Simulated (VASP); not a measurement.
# GaC2 (C2/m) in VASP: single point with PBE

Aim: the single point of GaC2 with PBE.

Everything below comes from runs of VASP 6.6.1. Logs are shortened: lines on timing, memory, paths and dates and some standing lists are left out, and cuts for length are marked.

### Step 1. Starting point

Symmetry: C2/m, No. 12, monoclinic system. Conventional cell: a = 4.994 Å, b = 2.814 Å, c = 3.483 Å, α = 90.00°, β = 91.70°, γ = 90.00°. Ga (site symmetry 2/m) is surrounded by 6 C at 1.96 to 1.99 Å. C (site symmetry m) has 3 Ga at 1.96 to 1.99 Å and 2 C at 2.01 Å as nearest neighbours.

The cell was built by a generator and needn't be a form met in nature.

### Step 2. Single point, PBE

Input file INCAR:

```
  PREC = Accurate
  ENCUT = 520
  EDIFF = 1E-6
  ISMEAR = 0
  SIGMA = 0.1
  LREAL = F
  LASPH = T
  NELM = 100
  ALGO = Fast
  ISIF = 2
  LWAVE = F
  LCHARG = T
  GGA = PE
  LELF = T
  LVHAR = T
  NBANDS = 18
```

Input file KPOINTS:

```
Automatic mesh
0
Gamma
  8 8 6
```

Input file POSCAR:

```
GaC2
1.0
    2.4968428300     -1.4068949100      0.0000000000
    2.4968428300      1.4068949100      0.0000000000
   -0.1034987000      0.0000000000      3.4812205700
Ga C
1 2
Direct
    0.0000000000      0.0000000000      0.0000000000
    0.3176870000      0.3176870000      0.6840320200
    0.6823130000      0.6823130000      0.3159679800
```

Potentials or basis: VASP PAW PBE potentials, release 64 (Ga_d, C).

Launch:

```console
$ cat potpaw_PBE.64/Ga_d/POTCAR potpaw_PBE.64/C/POTCAR > POTCAR
$ mpirun -np 1 vasp_std > vasp.out
```

OUTCAR:

```text
PREC = Accurate
   ENCUT = 520
   EDIFF = 1E-6
   ISMEAR = 0
   LREAL = F
   LASPH = T
   NELM = 100
   ISIF = 2
   GGA = PE

 ion  position               nearest neighbor table
   1  0.000  0.000  0.000-   2 1.96   3 1.96   3 1.99   3 1.99   2 1.99   2 1.99
   2  0.318  0.318  0.684-   1 1.96   1 1.99   1 1.99   3 2.01   3 2.01
   3  0.682  0.682  0.316-   1 1.96   1 1.99   1 1.99   2 2.01   2 2.01

  LATTYP: Found a base centered monoclinic cell.
 ALAT       =     4.9936856600
 B/A-ratio  =     0.5634695517
 C/A-ratio  =     0.6974325189
 COS(beta)  =    -0.0297174473

  Lattice vectors:

 A1 = (   2.4968428300,  -1.4068949100,   0.0000000000)
 A2 = (   2.4968428300,   1.4068949100,   0.0000000000)
 A3 = (  -0.1034987000,   0.0000000000,   3.4812205700)

Analysis of symmetry for initial positions (statically):
=====================================================================
 Subroutine PRICEL returns:
 Original cell was already a primitive cell.

 Routine SETGRP: Setting up the symmetry group for a
 base centered monoclinic supercell.

 Subroutine GETGRP returns: Found  4 space group operations
 (whereof  4 operations were pure point group operations)
 out of a pool of  4 trial point group operations.

The static configuration has the point symmetry C_2h.

Analysis of symmetry for dynamics (positions and initial velocities):
=====================================================================
 Subroutine PRICEL returns:
 Original cell was already a primitive cell.

 Routine SETGRP: Setting up the symmetry group for a
 base centered monoclinic supercell.

 Subroutine GETGRP returns: Found  4 space group operations
 (whereof  4 operations were pure point group operations)
 out of a pool of  4 trial point group operations.

The dynamic configuration has the point symmetry C_2h.

 Subroutine INISYM returns: Found  4 space group operations
 (whereof  4 operations are pure point group operations),
 and found     1 'primitive' translations

----------------------------------------------------------------------------------------

                                     Primitive cell

  volume of cell :      24.4576

  direct lattice vectors                    reciprocal lattice vectors
     2.496842830 -1.406894910  0.000000000     0.200252893 -0.355392572  0.005953634
     2.496842830  1.406894910  0.000000000     0.200252893  0.355392572  0.005953634
    -0.103498700  0.000000000  3.481220570     0.000000000  0.000000000  0.287255570

  length of vectors
     2.865933950  2.865933950  3.482758768     0.407971257  0.407971257  0.287255570

  position of ions in fractional coordinates (direct lattice)
     0.000000000  0.000000000  0.000000000
     0.317687000  0.317687000  0.684032020
     0.682313000  0.682313000  0.315967980

  ion indices of the primitive-cell ions
   primitive index   ion index
                 1           1
                 2           2
                 3           3

----------------------------------------------------------------------------------------

 KPOINTS: Automatic mesh

Automatic generation of k-mesh.
 Grid dimensions read from file:
 generate k-points for:    8    8    6

 Generating k-lattice:

  Cartesian coordinates                     Fractional coordinates (reciprocal lattice)
     0.025031612 -0.044424071  0.000744204     0.125000000  0.000000000  0.000000000
     0.025031612  0.044424071  0.000744204     0.000000000  0.125000000  0.000000000
     0.000000000  0.000000000  0.047875928     0.000000000  0.000000000  0.166666667

  Length of vectors
     0.050996407  0.050996407  0.047875928

  Shift w.r.t. Gamma in fractional coordinates (k-lattice)
     0.000000000  0.000000000  0.000000000

 Subroutine IBZKPT returns following result:
 ===========================================

 Found    114 irreducible k-points:

 Following reciprocal coordinates:
            Coordinates               Weight
  0.000000  0.000000  0.000000      1.000000
  0.125000  0.000000 -0.000000      4.000000
  0.250000  0.000000 -0.000000      4.000000
  0.375000  0.000000 -0.000000      4.000000
  0.500000  0.000000 -0.000000      2.000000
  0.125000  0.125000 -0.000000      2.000000
[... 16 lines left out ...]
  0.125000  0.000000  0.166667      4.000000
  0.250000  0.000000  0.166667      4.000000
 [... further k-points ...]
   k-points           NKPTS =    114   k-points in BZ     NKDIM =    114   number of bands    NBANDS=     18
   number of dos      NEDOS =    301   number of ions     NIONS =      3
   total plane-waves  NPLWV =  16128
   dimension x,y,z NGX =    24 NGY =   24 NGZ =   28
   dimension x,y,z NGXF=    48 NGYF=   48 NGZF=   56
   ions per type =               1   2
   NGX,Y,Z   is equivalent  to a cutoff of  13.92, 13.92, 13.37 a.u.
   NGXF,Y,Z  is equivalent  to a cutoff of  27.84, 27.84, 26.73 a.u.
 SYSTEM =  unknown system
   PREC   = accura    normal or accurate (medium, high low for compatibility)
   ISTART =      0    job   : 0-new  1-cont  2-samecut
   ICHARG =      2    charge: 1-file 2-atom 10-const
   ISPIN  =      1    spin polarized calculation?
   LNONCOLLINEAR =      F non collinear calculations
   LSORBIT =      F    spin-orbit coupling
   LASPH  =      T    aspherical Exc in radial PAW
   ENCUT  =  520.0 eV  38.22 Ry    6.18 a.u.   5.33  5.33  6.48*2*pi/ulx,y,z
   NELM   =    100;   NELMIN=  2; NELMDL= -5     # of ELM steps
   EDIFF  = 0.1E-05   stopping-criterion for ELM
   LREAL  =      F    real-space projection
   EDIFFG = 0.1E-04   stopping-criterion for IOM
   NSW    =      0    number of steps for IOM
   IBRION =     -1    ionic relax: 0-MD 1-quasi-New 2-CG
   NFREE  =      0    steps in history (QN), initial steepest desc. (CG)
   ISIF   =      2    stress and relaxation
   ISYM   =      2    0-nonsym 1-usesym 2-fastsym
   POTIM  = 0.5000    time-step for ionic-motion
   TEBEG  =    0.0;   TEEND  =   0.0 temperature during run
   PSTRESS=    0.0 pullay stress
   NELECT =      21.0000    total number of electrons
   NUPDOWN=      -1.0000    fix difference up-down
   EMIN   =  10.00;   EMAX   =-10.00  energy-range for DOS
   EFERMI =   0.00;   METHOD = LEGACY
   ISMEAR =     0;   SIGMA  =   0.10  broadening in eV -4-tet -1-fermi 0-gaus
   EFERMI_NEDOS =   21; number of points for ismear=-14 and -15
   IALGO  =     68    algorithm
   IMIX   =      4    mixing-type and parameters
     AMIX     =   0.40;   BMIX     =  1.00
     AMIX_MAG =   1.60;   BMIX_MAG =  1.00
  volume/ion in A,a.u.               =       8.15        55.02
  Fermi-wavevector in a.u.,A,eV,Ry     =   1.556001  2.940415 32.941586  2.421138
  Thomas-Fermi vector in A             =   2.659860
   LORBIT       =      0    0 simple, 1 ext, 2 COOP (PROOUT), +10 PAW based schemes
   GGA     = PE    functional components
   LHFCALC =     F    Hartree Fock is set to
   AEXX    =    0.0000 exact exchange contribution
   IVDW    =     0    specifies the selected vdW correction
   LEPSILON=     F    determine dielectric tensor
   LRPA    =     F    only Hartree local field effects (RPA)
 non-spin polarized calculation
 RMM-DIIS sequential band-by-band and
 Gauss-broadening in eV      SIGMA  =   0.10
  energy-cutoff  :      520.00
  volume of cell :       24.46
 maximum number of plane-waves:       672
 NGX is ok and might be reduce to    24
   NGX = 11   NGY = 11   NGZ = 13

 number of electron      21.0000000 magnetization

 Free energy of the ion-electron system (eV)
  ---------------------------------------------------
  ext. energy  EPLUGINS =         0.00000000
  ---------------------------------------------------
  free energy    TOTEN  =       -13.95188785 eV

  energy without entropy =      -13.94831537  energy(sigma->0) =      -13.95010161

 E-fermi :   9.0177     XC(G=0): -13.2917

 val. band max:        8.9785796055   @ k =   0.5000   0.1250   0.1667
 cond. band min:       9.0461711617   @ k =  -0.2500   0.0000   0.3333
 fundamental gap:      0.0675915561
 Fermi energy:         9.0177345652

 k-point     1 :       0.0000    0.0000    0.0000
  band No.  band energies     occupation
      1      -8.5960      2.00000
      2      -5.9503      2.00000
      3      -5.9299      2.00000
      4      -5.9202      2.00000
      5      -5.5847      2.00000
      6      -5.5325      2.00000
[... 10 lines left out ...]
     17      22.9124      0.00000
     18      24.9769      0.00000

 k-point     2 :       0.1250    0.0000   -0.0000
  band No.  band energies     occupation
      1      -8.2563      2.00000
      2      -6.0059      2.00000
      3      -5.8943      2.00000
      4      -5.8812      2.00000
      5      -5.6101      2.00000
      6      -5.5622      2.00000
[... 10 lines left out ...]
     17      22.8746      0.00000
     18      25.1039      0.00000

 k-point     3 :       0.2500    0.0000   -0.0000
  band No.  band energies     occupation
      1      -7.3142      2.00000
      2      -6.1395      2.00000
      3      -5.7961      2.00000
      4      -5.7748      2.00000
      5      -5.6776      2.00000
      6      -5.5521      2.00000
[... 10 lines left out ...]
     17      22.8204      0.00000
     18      23.5312      0.00000

 k-point     4 :       0.3750    0.0000   -0.0000
  band No.  band energies     occupation
      1      -6.6816      2.00000
      2      -5.8534      2.00000
      3      -5.7646      2.00000
      4      -5.6901      2.00000
      5      -5.4688      2.00000
      6      -5.1817      2.00000
[... 10 lines left out ...]
     17      22.2724      0.00000
     18      24.3899      0.00000

 k-point     5 :       0.5000    0.0000   -0.0000
  band No.  band energies     occupation
      1      -6.6885      2.00000
      2      -5.8602      2.00000
      3      -5.7615      2.00000
      4      -5.6252      2.00000
      5      -5.4098      2.00000
      6      -3.7029      2.00000
[... 10 lines left out ...]
     17      21.9410      0.00000
     18      25.4954      0.00000

 k-point     6 :       0.1250    0.1250   -0.0000
  band No.  band energies     occupation
      1      -8.2646      2.00000
      2      -6.0301      2.00000
      3      -5.8836      2.00000
      4      -5.8731      2.00000
      5      -5.6369      2.00000
      6      -5.5361      2.00000
[... 10 lines left out ...]
     17      22.3292      0.00000
     18      24.6356      0.00000

 k-point     7 :       0.2500    0.1250   -0.0000
  band No.  band energies     occupation
      1      -7.6173      2.00000
      2      -6.1422      2.00000
      3      -5.8524      2.00000
      4      -5.7628      2.00000
      5      -5.6904      2.00000
      6      -5.5434      2.00000
[... 10 lines left out ...]
     17      23.4343      0.00000
     18      23.9319      0.00000

 k-point     8 :       0.3750    0.1250   -0.0000
  band No.  band energies     occupation
      1      -6.6738      2.00000
      2      -6.1142      2.00000
      3      -5.7540      2.00000
      4      -5.7399      2.00000
      5      -5.6533      2.00000
      6      -5.3904      2.00000
[... 10 lines left out ...]
     17      23.1776      0.00000
     18      24.1136      0.00000
[... 229 lines left out ...]
     17      23.8977      0.00000
     18      24.4709      0.00000

 k-point    20 :      -0.3750    0.3750    0.0000
  band No.  band energies     occupation
      1      -6.3392      2.00000
      2      -6.1406      2.00000
      3      -5.7657      2.00000
      4      -5.6271      2.00000
      5      -5.5963      2.00000
      6      -3.0471      2.00000
[... 10 lines left out ...]
     17      23.7856      0.00000
     18      25.2241      0.00000

 k-point    21 :       0.5000    0.5000   -0.0000
  band No.  band energies     occupation
      1      -6.5822      2.00000
      2      -5.8885      2.00000
      3      -5.7239      2.00000
      4      -5.6157      2.00000
      5      -5.4072      2.00000
      6      -4.4211      2.00000
[... 10 lines left out ...]
     17      22.1438      0.00000
     18      24.8793      0.00000

 k-point    22 :       0.0000    0.0000    0.1667
  band No.  band energies     occupation
      1      -8.3045      2.00000
      2      -5.9477      2.00000
      3      -5.9248      2.00000
      4      -5.9155      2.00000
      5      -5.5908      2.00000
      6      -5.5376      2.00000
[... 10 lines left out ...]
     17      21.9952      0.00000
     18      24.8200      0.00000

 k-point    23 :       0.1250    0.0000    0.1667
  band No.  band energies     occupation
      1      -7.9703      2.00000
      2      -5.9845      2.00000
      3      -5.8952      2.00000
      4      -5.8726      2.00000
      5      -5.6148      2.00000
      6      -5.5634      2.00000
[... 10 lines left out ...]
     17      23.4987      0.00000
     18      24.2834      0.00000

 k-point    24 :       0.2500    0.0000    0.1667
  band No.  band energies     occupation
      1      -7.1553      2.00000
      2      -5.9249      2.00000
      3      -5.8150      2.00000
      4      -5.7987      2.00000
      5      -5.6656      2.00000
      6      -5.5480      2.00000
[... 10 lines left out ...]
     17      23.9213      0.00000
     18      25.2605      0.00000

 [... further k-points ...]

------------------------ aborting loop because EDIFF is reached ----------------------------------------

  FORCE on cell =-STRESS in cart. coord.  units (eV):
  Direction    XX          YY          ZZ          XY          YZ          ZX
  --------------------------------------------------------------------------------------
  -------------------------------------------------------------------------------------
  Total        9.3620104      6.3217751      3.8481992      0.0000000      0.0000000     -1.2993113
  in kB      613.2891772    414.1286017    252.0889017      0.0000000      0.0000000    -85.1156458
  external PRESSURE =     426.5022269 kB  Pullay stress =       0.0000000 kB

 VOLUME and BASIS-vectors are now :
 -----------------------------------------------------------------------------
  energy-cutoff  :      520.00
  volume of cell :       24.46
      direct lattice vectors                 reciprocal lattice vectors
     2.496842830 -1.406894910  0.000000000     0.200252893 -0.355392572  0.005953634
     2.496842830  1.406894910  0.000000000     0.200252893  0.355392572  0.005953634
    -0.103498700  0.000000000  3.481220570     0.000000000  0.000000000  0.287255570

 POSITION                                       TOTAL-FORCE (eV/Angst)
 -----------------------------------------------------------------------------------
      0.00000      0.00000      0.00000         0.000000     -0.000000      0.000000
      1.51563      0.00000      2.38127        -1.147762      0.000000     -5.566877
      3.37455      0.00000      1.09995         1.147762      0.000000      5.566877
 -----------------------------------------------------------------------------------
    total drift:                               -0.000000      0.000000      0.000000

  FREE ENERGIE OF THE ION-ELECTRON SYSTEM (eV)
  ---------------------------------------------------
  free  energy   TOTEN  =       -13.9518878457 eV

  energy  without entropy=      -13.9483153711  energy(sigma->0) =      -13.95010161
```

Wall time 43 s (1 thread of AMD EPYC 7R13 (Zen 3), shared host); peak memory 0.14 GiB.

Results:

| Item | Value |
| --- | --- |
| Free energy | -13.9519 eV |
| Pressure | 42.7 GPa |
| Largest force | 5.684 eV/Å |
| Band gap on the k mesh | none (metal or under the smearing width) |

Forces in eV/Å, atoms in the order of the input:
```
Ga   0.000  0.000  0.000
C   -1.148  0.000 -5.567
C    1.148  0.000  5.567
```

Stress tensor (GPa, compression positive):
```
61.33  0.00 -8.51
 0.00 41.41  0.00
-8.51  0.00 25.21
```

Caveat: a pressure of tens of GPa on the cell as given is suspect, and the run, the potentials or the cell itself is likely at fault; forces of over 1 eV/Å show positions far from the minimum, so gaps and moduli don't describe the material at rest.
